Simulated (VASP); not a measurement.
Calculation: optB88-vdW, VASP's PBE PAW potentials (set 64) (plane waves; VASP).

VASP ran on this input.

**KPOINTS**
```
Automatic mesh
0
Gamma
5 5 5
0 0 0
```

INCAR:
```
SYSTEM = BaZrO3
PREC = Accurate; ENCUT = 520; LREAL = .FALSE.
LASPH = .TRUE.
EDIFF = 1E-6; NELM = 100; ALGO = Normal
LMAXMIX = 4
ISMEAR = 0; SIGMA = 0.05
GGA = BO; LUSE_VDW = .TRUE.; AGGAC = 0.0
PARAM1 = 0.1833333333; PARAM2 = 0.22
IBRION = 2; NSW = 60; ISIF = 3
EDIFFG = -0.02
LWAVE = .FALSE.; LCHARG = .FALSE.
```

POSCAR:
```
BaZrO3
1
    4.2238490678    -0.0000000000     0.0000000000
   -0.0000000000     4.2238490678     0.0000000000
    0.0000000000     0.0000000000     4.2238490678
Ba Zr O
1 1 3
Direct
  0.0000000000   0.0000000000   0.0000000000
  0.5000000000   0.5000000000   0.5000000000
  0.5000000000   0.0000000000   0.5000000000
  0.0000000000   0.5000000000   0.5000000000
  0.5000000000   0.5000000000   0.0000000000
```

POTCAR, in this order: Ba_sv Zr_sv O (PBE.64 set). Program: vasp_std.

What VASP printed:

File OSZICAR:
```
       N       E                     dE             d eps       ncg     rms          rms(c)
DAV:   1     0.338459477193E+03    0.33846E+03   -0.22459E+04   480   0.163E+03
DAV:   2    -0.195299250559E+02   -0.35799E+03   -0.35260E+03   624   0.392E+02
DAV:   3    -0.408662122764E+02   -0.21336E+02   -0.21311E+02   776   0.958E+01
DAV:   4    -0.412865752827E+02   -0.42036E+00   -0.42020E+00   704   0.111E+01
DAV:   5    -0.412958049610E+02   -0.92297E-02   -0.92294E-02   672   0.120E+00    0.290E+01
DAV:   6    -0.329854350988E+02    0.83104E+01   -0.53397E+01   576   0.462E+01    0.128E+01
DAV:   7    -0.329638702991E+02    0.21565E-01   -0.38842E+00   728   0.114E+01    0.751E+00
DAV:   8    -0.329412872936E+02    0.22583E-01   -0.36592E-01   616   0.495E+00    0.719E-01
DAV:   9    -0.329392921379E+02    0.19952E-02   -0.64195E-02   680   0.148E+00    0.463E-01
DAV:  10    -0.329410124265E+02   -0.17203E-02   -0.17238E-02   664   0.116E+00    0.270E-01
DAV:  11    -0.329404927513E+02    0.51968E-03   -0.30474E-03   632   0.463E-01    0.419E-02
DAV:  12    -0.329405347124E+02   -0.41961E-04   -0.15323E-04   640   0.976E-02    0.340E-02
DAV:  13    -0.329405359538E+02   -0.12414E-05   -0.25092E-05   736   0.403E-02    0.398E-03
DAV:  14    -0.329405363066E+02   -0.35283E-06   -0.18741E-06   520   0.103E-02
   1 F= -.32940536E+02 E0= -.32940536E+02  d E =-.329405E+02
```

File OUTCAR:
```
------------------------ aborting loop because EDIFF is reached ----------------------------------------
  FORCE on cell =-STRESS in cart. coord.  units (eV):
  Direction    XX          YY          ZZ          XY          YZ          ZX
  --------------------------------------------------------------------------------------
  Total       -0.0065364     -0.0065364     -0.0065364     -0.0000000     -0.0000000     -0.0000000
  in kB       -0.1389704     -0.1389704     -0.1389704     -0.0000000     -0.0000000     -0.0000000
  external PRESSURE =      -0.1389704 kB  Pullay stress =       0.0000000 kB
  volume of cell :       75.36
      direct lattice vectors                 reciprocal lattice vectors
     4.223849068  0.000000000  0.000000000     0.236750884  0.000000000  0.000000000
     0.000000000  4.223849068  0.000000000     0.000000000  0.236750884  0.000000000
     0.000000000  0.000000000  4.223849068     0.000000000  0.000000000  0.236750884
 POSITION                                       TOTAL-FORCE (eV/Angst)
 -----------------------------------------------------------------------------------
      0.00000      0.00000      0.00000         0.000000      0.000000      0.000000
      2.11192      2.11192      2.11192         0.000000      0.000000      0.000000
      2.11192      0.00000      2.11192         0.000000      0.000000      0.000000
      0.00000      2.11192      2.11192         0.000000      0.000000      0.000000
      2.11192      2.11192      0.00000         0.000000      0.000000      0.000000
 -----------------------------------------------------------------------------------
    total drift:                                0.000000     -0.000000     -0.000000
  FREE ENERGIE OF THE ION-ELECTRON SYSTEM (eV)
  ---------------------------------------------------
  free  energy   TOTEN  =       -32.9405363066 eV

  energy  without entropy=      -32.9405363066  energy(sigma->0) =      -32.94053631

 reached required accuracy - stopping structural energy minimisation
```
(Selected blocks of OUTCAR.)

The compound is BaZrO3 in the cubic perovskite structure. It was relaxed first. The start is the result of an earlier pass.
